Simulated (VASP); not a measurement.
Computed with PBEsol GGA, VASP's PBE PAW potentials (set 64) (plane waves; VASP).

The input files of a VASP run:

File POSCAR:
```
TiAl
8.140
  0.3476658477   0.0000000000   0.0000000000
  0.0000000000   0.3476658477   0.0000000000
  0.0000000000   0.0000000000   0.5000000000
Ti Al
1 1
Direct
  0.0000000000   0.0000000000   0.0000000000
  0.5000000000   0.5000000000   0.5000000000
```

**INCAR**
```
LMAXMIX = 4   # l cut-off of mixed one-centre charges
EDIFF = 1E-6   # SCF stop (eV)
ALGO = Normal
LCHARG = .FALSE.
ISIF = 2
SYSTEM = TiAl
ISMEAR = -1   # Fermi-Dirac
NELM = 100   # most electronic steps
LWAVE = .FALSE.
PREC = Accurate
ENCUT = 300
GGA = PS   # PBEsol
LASPH = .TRUE.
SIGMA = 0.1
LREAL = .FALSE.   # projection in real space or not
```

### KPOINTS
```
Automatic mesh
0
G
9 9 7
0 0 0
```

POTCAR, in this order: Ti_sv Al (PBE.64 set). Program: vasp_std.

Output of the run:

OSZICAR:
```
       N       E                     dE             d eps       ncg     rms          rms(c)
DAV:   1     0.629321458180E+02    0.62932E+02   -0.56725E+03  1337   0.974E+02
DAV:   2    -0.111225723900E+02   -0.74055E+02   -0.71886E+02  1359   0.271E+02
DAV:   3    -0.148779572164E+02   -0.37554E+01   -0.35817E+01  1974   0.617E+01
DAV:   4    -0.149737809967E+02   -0.95824E-01   -0.95139E-01  1647   0.868E+00
DAV:   5    -0.149780242284E+02   -0.42432E-02   -0.42406E-02  1918   0.156E+00    0.990E+00
DAV:   6    -0.134445068162E+02    0.15335E+01   -0.13456E+01  1592   0.390E+01    0.337E+00
DAV:   7    -0.132715557567E+02    0.17295E+00   -0.12842E+00  1536   0.114E+01    0.184E+00
DAV:   8    -0.132534233924E+02    0.18132E-01   -0.14016E-01  1491   0.387E+00    0.429E-01
DAV:   9    -0.132519117994E+02    0.15116E-02   -0.18811E-02  1506   0.184E+00    0.218E-01
DAV:  10    -0.132517799430E+02    0.13186E-03   -0.11070E-03  1591   0.342E-01    0.580E-02
DAV:  11    -0.132517652178E+02    0.14725E-04   -0.22461E-04  1657   0.166E-01    0.293E-02
DAV:  12    -0.132517661603E+02   -0.94246E-06   -0.99929E-06  1551   0.342E-02
   1 F= -.13251766E+02 E0= -.13220579E+02  d E =-.623753E-01
```

**OUTCAR**
```
------------------------ aborting loop because EDIFF is reached ----------------------------------------
  FORCE on cell =-STRESS in cart. coord.  units (eV):
  Direction    XX          YY          ZZ          XY          YZ          ZX
  --------------------------------------------------------------------------------------
  Total       -0.7702204     -0.7702204     -0.7036847      0.0000000      0.0000000      0.0000000
  in kB      -37.8580563    -37.8580563    -34.5876779      0.0000000      0.0000000      0.0000000
  external PRESSURE =     -36.7679302 kB  Pullay stress =       0.0000000 kB
  volume of cell :       32.60
      direct lattice vectors                 reciprocal lattice vectors
     2.830000000  0.000000000  0.000000000     0.353356890  0.000000000  0.000000000
     0.000000000  2.830000000  0.000000000     0.000000000  0.353356890  0.000000000
     0.000000000  0.000000000  4.070000000     0.000000000  0.000000000  0.245700246
 POSITION                                       TOTAL-FORCE (eV/Angst)
 -----------------------------------------------------------------------------------
      0.00000      0.00000      0.00000         0.000000      0.000000      0.000000
      1.41500      1.41500      2.03500         0.000000      0.000000      0.000000
 -----------------------------------------------------------------------------------
    total drift:                                0.000000      0.000000     -0.000000
  FREE ENERGIE OF THE ION-ELECTRON SYSTEM (eV)
  ---------------------------------------------------
  free  energy   TOTEN  =       -13.2517661603 eV

  energy  without entropy=      -13.1893908909  energy(sigma->0) =      -13.22057853
```
(Selected blocks of OUTCAR.)

At this cut-off the stress carries a Pulay error, which pulls relaxed volumes low.

The structure is a typed TiAl crystal (P4/mmm). The cell was not relaxed at this level. The electron count is odd and the run is not spin-polarised, which forces a metal.
